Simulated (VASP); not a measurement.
Level of theory: vdW-DF-cx, VASP's PBE PAW potentials (set 64) (plane waves; VASP 6.6.1).

The input files of a VASP run:

### KPOINTS
```
K-points
0
gamma
 9 9 9
0 0 0
```

### INCAR
```
SYSTEM=ZnS
PREC=Accurate; ENCUT=520; LREAL=F
LASPH=T
EDIFF=1E-7; NELM=100; ALGO=Normal
LMAXMIX=4
ISMEAR=0; SIGMA=0.05
GGA=CX; LUSE_VDW=T; AGGAC=0.0
ISIF=2
LWAVE=F; LCHARG=F
```

POSCAR:
```
ZnS
1
    0.0000000000     2.7174585532     2.7174585532
    2.7174585532     0.0000000000     2.7174585532
    2.7174585532     2.7174585532     0.0000000000
Zn S
1 1
Direct
  0.0000000000   0.0000000000   0.0000000000
  0.2500000000   0.2500000000   0.2500000000
```

POTCAR, in this order: Zn S (PBE.64 set). Program: vasp_std.

Output

OSZICAR:
```
       N       E                     dE             d eps       ncg     rms          rms(c)
DAV:   1     0.934563098901E+02    0.93456E+02   -0.92984E+03   918   0.166E+03
DAV:   2     0.340456028275E+01   -0.90052E+02   -0.85791E+02   970   0.286E+02
DAV:   3    -0.276272901580E+01   -0.61673E+01   -0.61372E+01  1150   0.749E+01
DAV:   4    -0.284125223008E+01   -0.78523E-01   -0.78489E-01  1025   0.887E+00
DAV:   5    -0.284241993579E+01   -0.11677E-02   -0.11677E-02  1095   0.109E+00    0.685E+00
DAV:   6    -0.247430033617E+01    0.36812E+00   -0.93129E-01  1311   0.363E+01    0.529E+00
DAV:   7    -0.246334093509E+01    0.10959E-01   -0.29289E-01   945   0.547E+00    0.265E+00
DAV:   8    -0.246255147277E+01    0.78946E-03   -0.45985E-03  1080   0.695E-01    0.694E-01
DAV:   9    -0.246271517577E+01   -0.16370E-03   -0.86866E-04  1020   0.309E-01    0.110E-01
DAV:  10    -0.246283734853E+01   -0.12217E-03   -0.14712E-04   995   0.139E-01    0.645E-02
DAV:  11    -0.246284408148E+01   -0.67329E-05   -0.25427E-05  1075   0.917E-02    0.569E-03
DAV:  12    -0.246284483675E+01   -0.75527E-06   -0.23765E-06  1148   0.275E-02    0.650E-03
DAV:  13    -0.246284484538E+01   -0.86357E-08   -0.47784E-07   975   0.135E-02
   1 F= -.24628448E+01 E0= -.24628448E+01  d E =-.665021E-16
```

OUTCAR:
```
------------------------ aborting loop because EDIFF is reached ----------------------------------------
  FORCE on cell =-STRESS in cart. coord.  units (eV):
  Direction    XX          YY          ZZ          XY          YZ          ZX
  --------------------------------------------------------------------------------------
  Total       -0.5246701     -0.5246701     -0.5246701      0.0000000      0.0000000      0.0000000
  in kB      -20.9448930    -20.9448930    -20.9448930      0.0000000      0.0000000      0.0000000
  external PRESSURE =     -20.9448930 kB  Pullay stress =       0.0000000 kB
  volume of cell :       40.13
      direct lattice vectors                 reciprocal lattice vectors
     0.000000000  2.717458553  2.717458553    -0.183995447  0.183995447  0.183995447
     2.717458553  0.000000000  2.717458553     0.183995447 -0.183995447  0.183995447
     2.717458553  2.717458553  0.000000000     0.183995447  0.183995447 -0.183995447
  FREE ENERGIE OF THE ION-ELECTRON SYSTEM (eV)
  ---------------------------------------------------
  free  energy   TOTEN  =        -2.4628448454 eV

  energy  without entropy=       -2.4628448454  energy(sigma->0) =       -2.46284485
```
(Selected blocks of OUTCAR.)

The compound is ZnS in the zinc blende structure. This cell is one point of a volume scan, at 1.03 of the reference volume.
